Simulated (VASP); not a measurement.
Output of a VASP run:

### OUTCAR
```
 ion  position               nearest neighbor table
   1  0.333  0.667  0.035-   3 2.56   3 2.56   3 2.56
   2  0.667  0.333  0.535-   4 2.56   4 2.56   4 2.56
   3  0.667  0.333  0.965-   1 2.56   1 2.56   1 2.56
   4  0.333  0.667  0.465-   2 2.56   2 2.56   2 2.56
  LATTYP: Found a hexagonal cell.
 ALAT       =     4.2980920290
 C/A-ratio  =     2.0614676151
 Subroutine PRICEL returns:
 Original cell was already a primitive cell.
 Subroutine GETGRP returns: Found 24 space group operations
The static configuration has the point symmetry D_3d.
 The point group associated with its full space group is D_6h.
The dynamic configuration has the point symmetry D_3d.
 Subroutine INISYM returns: Found 24 space group operations
 Subroutine IBZKPT returns following result:
 Found     20 irreducible k-points:

 Following reciprocal coordinates:
            Coordinates               Weight
  0.000000  0.000000  0.000000      1.000000
  0.125000  0.000000  0.000000      6.000000
  0.250000  0.000000  0.000000      6.000000
  0.375000  0.000000  0.000000      6.000000
  0.500000  0.000000  0.000000      3.000000
  0.125000  0.125000  0.000000      6.000000
  0.250000  0.125000  0.000000     12.000000
  0.375000  0.125000  0.000000     12.000000
  0.250000  0.250000  0.000000      6.000000
  0.375000  0.250000  0.000000      6.000000
  0.000000  0.000000  0.333333      2.000000
  0.125000  0.000000  0.333333     12.000000
  0.250000  0.000000  0.333333     12.000000
  0.375000  0.000000  0.333333     12.000000
  0.500000  0.000000  0.333333      6.000000
  0.125000  0.125000  0.333333     12.000000
  0.250000  0.125000  0.333333     24.000000
  0.375000  0.125000  0.333333     24.000000
  0.250000  0.250000  0.333333     12.000000
  0.375000  0.250000  0.333333     12.000000
   k-points           NKPTS =     20   k-points in BZ     NKDIM =     20   number of bands    NBANDS=     16
   number of dos      NEDOS =    301   number of ions     NIONS =      4
   total plane-waves  NPLWV =  47040
   dimension x,y,z NGX =    28 NGY =   28 NGZ =   60
   dimension x,y,z NGXF=    56 NGYF=   56 NGZF=  120
   ions per type =               4
   PREC   = accura    normal or accurate (medium, high low for compatibility)
   ISTART =      0    job   : 0-new  1-cont  2-samecut
   ICHARG =      2    charge: 1-file 2-atom 10-const
   ISPIN  =      1    spin polarized calculation?
   LNONCOLLINEAR =      F non collinear calculations
   LSORBIT =      F    spin-orbit coupling
   INIWAV =      1    electr: 0-lowe 1-rand  2-diag
   ENCUT  =  400.0 eV  29.40 Ry    5.42 a.u.   7.01  7.01 14.45*2*pi/ulx,y,z
   NELM   =    100;   NELMIN=  2; NELMDL= -5     # of ELM steps
   EDIFF  = 0.1E-05   stopping-criterion for ELM
   LREAL  =      F    real-space projection
   NLSPLINE    = F    spline interpolate recip. space projectors
   LMAXMIX     =    4 max onsite mixed and CHGCAR
   VOSKOWN=      0    Vosko Wilk Nusair interpolation
   EDIFFG = -.2E-01   stopping-criterion for IOM
   NSW    =     60    number of steps for IOM
   NBLOCK =      1;   KBLOCK =     60    inner block; outer block
   IBRION =      2    ionic relax: 0-MD 1-quasi-New 2-CG
   NFREE  =      1    steps in history (QN), initial steepest desc. (CG)
   ISIF   =      3    stress and relaxation
   ISYM   =      2    0-nonsym 1-usesym 2-fastsym
   TEIN   =    0.0    initial temperature
   TEBEG  =    0.0;   TEEND  =   0.0 temperature during run
   SMASS  =  -3.00    Nose mass-parameter (am)
   PSTRESS=    0.0 pullay stress
   NELECT =      24.0000    total number of electrons
   EFERMI =   0.00;   METHOD = LEGACY
   ISMEAR =     1;   SIGMA  =   0.10  broadening in eV -4-tet -1-fermi 0-gaus
   IALGO  =     38    algorithm
   LDIAG  =      T    sub-space diagonalisation (order eigenvalues)
   IMIX   =      4    mixing-type and parameters
     AMIX     =   0.40;   BMIX     =  1.00
     AMIX_MAG =   1.60;   BMIX_MAG =  1.00
     AMIN     =   0.10
...
```

OSZICAR:
```
...
DAV:   8    -0.555571498137E+02    0.20594E-04   -0.19240E-05   640   0.455E-02    0.172E-03
DAV:   9    -0.555571779619E+02   -0.28148E-04   -0.11095E-05   640   0.350E-02    0.130E-03
DAV:  10    -0.555571788042E+02   -0.84233E-06   -0.80289E-07   352   0.891E-03
   6 F= -.55557179E+02 E0= -.55557168E+02  d E =-.212251E-02
       N       E                     dE             d eps       ncg     rms          rms(c)
DAV:   1    -0.556278712069E+02   -0.70693E-01   -0.28963E+00   640   0.901E+00    0.101E+00
DAV:   2    -0.555788348743E+02    0.49036E-01   -0.70493E-02   704   0.159E+00    0.541E-01
DAV:   3    -0.555521137033E+02    0.26721E-01   -0.93491E-02   784   0.161E+00    0.167E-01
DAV:   4    -0.555569953112E+02   -0.48816E-02   -0.69968E-03   640   0.740E-01    0.102E-01
DAV:   5    -0.555568091623E+02    0.18615E-03   -0.42307E-03   640   0.597E-01    0.684E-02
DAV:   6    -0.555579626383E+02   -0.11535E-02   -0.30904E-03   640   0.519E-01    0.145E-02
DAV:   7    -0.555583081631E+02   -0.34552E-03   -0.10543E-03   640   0.287E-01    0.158E-02
DAV:   8    -0.555582424156E+02    0.65747E-04   -0.14294E-04   640   0.121E-01    0.434E-03
DAV:   9    -0.555584041613E+02   -0.16175E-03   -0.66778E-05   640   0.851E-02    0.333E-03
DAV:  10    -0.555584113619E+02   -0.72006E-05   -0.56831E-06   712   0.226E-02    0.186E-03
DAV:  11    -0.555584138084E+02   -0.24465E-05   -0.14200E-06   472   0.134E-02    0.886E-04
DAV:  12    -0.555584132166E+02    0.59185E-06   -0.74294E-07   328   0.905E-03
   7 F= -.55558413E+02 E0= -.55558397E+02  d E =-.335692E-02
       N       E                     dE             d eps       ncg     rms          rms(c)
DAV:   1    -0.555646650106E+02   -0.62512E-02   -0.25858E-01   640   0.272E+00    0.302E-01
DAV:   2    -0.555603762295E+02    0.42888E-02   -0.59174E-03   704   0.470E-01    0.161E-01
DAV:   3    -0.555584536869E+02    0.19225E-02   -0.83214E-03   784   0.483E-01    0.510E-02
DAV:   4    -0.555584582376E+02   -0.45507E-05   -0.77179E-04   640   0.238E-01    0.307E-02
DAV:   5    -0.555586368492E+02   -0.17861E-03   -0.63623E-04   640   0.228E-01    0.221E-02
DAV:   6    -0.555586240089E+02    0.12840E-04   -0.46756E-04   640   0.196E-01    0.471E-03
DAV:   7    -0.555587213359E+02   -0.97327E-04   -0.13662E-04   640   0.108E-01    0.483E-03
DAV:   8    -0.555587085931E+02    0.12743E-04   -0.15238E-05   640   0.410E-02    0.157E-03
DAV:   9    -0.555587273503E+02   -0.18757E-04   -0.99192E-06   640   0.318E-02    0.126E-03
DAV:  10    -0.555587281015E+02   -0.75117E-06   -0.10823E-06   440   0.103E-02
   8 F= -.55558728E+02 E0= -.55558724E+02  d E =-.367181E-02
       N       E                     dE             d eps       ncg     rms          rms(c)
DAV:   1    -0.555608268896E+02   -0.20995E-02   -0.11900E-01   640   0.187E+00    0.204E-01
DAV:   2    -0.555596399772E+02    0.11869E-02   -0.31619E-03   640   0.361E-01    0.107E-01
DAV:   3    -0.555589602313E+02    0.67975E-03   -0.19899E-03   728   0.231E-01    0.364E-02
DAV:   4    -0.555589081058E+02    0.52126E-04   -0.22933E-04   752   0.128E-01    0.199E-02
DAV:   5    -0.555587640515E+02    0.14405E-03   -0.56730E-04   640   0.216E-01    0.138E-02
DAV:   6    -0.555589893805E+02   -0.22533E-03   -0.31716E-04   640   0.166E-01    0.350E-03
DAV:   7    -0.555590000774E+02   -0.10697E-04   -0.81552E-06   640   0.244E-02    0.128E-03
DAV:   8    -0.555590009844E+02   -0.90694E-06   -0.38617E-06   608   0.174E-02
   9 F= -.55559001E+02 E0= -.55558984E+02  d E =-.272883E-03
```

OUTCAR:
```
------------------------ aborting loop because EDIFF is reached ----------------------------------------
  FORCE on cell =-STRESS in cart. coord.  units (eV):
  Direction    XX          YY          ZZ          XY          YZ          ZX
  --------------------------------------------------------------------------------------
  Total        0.0033628      0.0033628      0.0052156      0.0000000     -0.0000000      0.0000000
  in kB        0.0358081      0.0358081      0.0555369      0.0000000     -0.0000000      0.0000000
  external PRESSURE =       0.0423843 kB  Pullay stress =       0.0000000 kB
  volume of cell :      150.46
      direct lattice vectors                 reciprocal lattice vectors
     4.323153717  0.000000049  0.000000000     0.231312615  0.133548350  0.000000000
    -2.161576266  3.743961337 -0.000000000    -0.000000003  0.267096774  0.000000000
     0.000000000 -0.000000000  9.296154564    -0.000000000 -0.000000000  0.107571361
 POSITION                                       TOTAL-FORCE (eV/Angst)
 -----------------------------------------------------------------------------------
     -0.00000      2.49598      0.30581         0.000000     -0.000000     -0.015324
      2.16158      1.24799      4.95389        -0.000000      0.000000     -0.015324
      2.16158      1.24799      8.99034        -0.000000      0.000000      0.015324
     -0.00000      2.49598      4.34226         0.000000     -0.000000      0.015324
 -----------------------------------------------------------------------------------
    total drift:                               -0.000136      0.000351     -0.000009
  FREE ENERGIE OF THE ION-ELECTRON SYSTEM (eV)
  ---------------------------------------------------
  free  energy   TOTEN  =       -55.5590009844 eV

  energy  without entropy=      -55.5589497412  energy(sigma->0) =      -55.55898390

 reached required accuracy - stopping structural energy minimisation
```
(Selected blocks of OUTCAR.)

**POSCAR**
```
Se
1
    4.2980920290     0.0000000447    -0.0000000000
   -2.1490454287     3.7222572731     0.0000000000
   -0.0000000000     0.0000000000     8.8603775243
Se
4
Direct
  0.3333330000   0.6666670000   0.0346138184
  0.6666670000   0.3333330000   0.5346138184
  0.6666670000   0.3333330000   0.9653861816
  0.3333330000   0.6666670000   0.4653861816
```

### Question
Reconstruct the remaining input files.

### Answer
This is not unique; one that fits is the input of the run itself, r2SCAN meta-GGA, plane waves, VASP's PBE PAW potentials (set 64).

**KPOINTS**
```
Automatic mesh
0
Gamma
8 8 3
0 0 0
```

### INCAR
```
ALGO = Normal
EDIFF = 1E-6
EDIFFG = -0.02
ENCUT = 400
IBRION = 2
ISIF = 3
ISMEAR = 1
LASPH = .TRUE.
LCHARG = .FALSE.
LMAXMIX = 4
LMIXTAU = .TRUE.
LREAL = .FALSE.
LWAVE = .FALSE.
METAGGA = R2SCAN
NELM = 100
NSW = 60
PREC = Accurate
SIGMA = 0.1
SYSTEM = Se
```

POTCAR, in this order: Se (PBE.64 set). Program: vasp_std.

Energy and stress use the plane-wave basis of the starting cell.

The structure was generated: Se was put into the lonsdaleite type (P6_3/mmc), which need not be its known phase. This run relaxes it. Symmetry was kept, so distortions that lower it aren't found. The start is the result of an earlier pass. VASP warned that the highest band is occupied, so more bands are needed.
